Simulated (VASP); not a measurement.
Given:

```xyz
4
Lattice="4.2437 0.0000 0.0000 -2.1218 3.6752 0.0000 0.0000 0.0000 6.9884" Properties=species:S:1:pos:R:3 pbc="T T T"
Cu     2.1219     1.2250     6.0986
Cu     0.0000     2.4501     2.6044
I      2.1219     1.2250     3.5104
I      0.0000     2.4501     0.0162
```

These are LDA (Ceperley-Alder, Perdew-Zunger), VASP's LDA PAW potentials (set 64) (plane waves; VASP) values and carry that method's errors. Settings: 300 eV cut-off, 5×5×3 Γ-centred mesh, Gaussian smearing of 0.010 eV, potentials Cu I.

At this cut-off the stress carries a Pulay error, which pulls relaxed volumes low.

Q: What does the run give for the energy per atom (σ→0), pressure?

A: 
```
Item                            Value
---------------------  --------------
energy per atom (σ→0)  -3.470 eV/atom
pressure                    -3.95 GPa
```

The structure comes from a computed database's CuI entry (P6_3mc); how it stands against other phases isn't given here. The cell was not relaxed at this level.
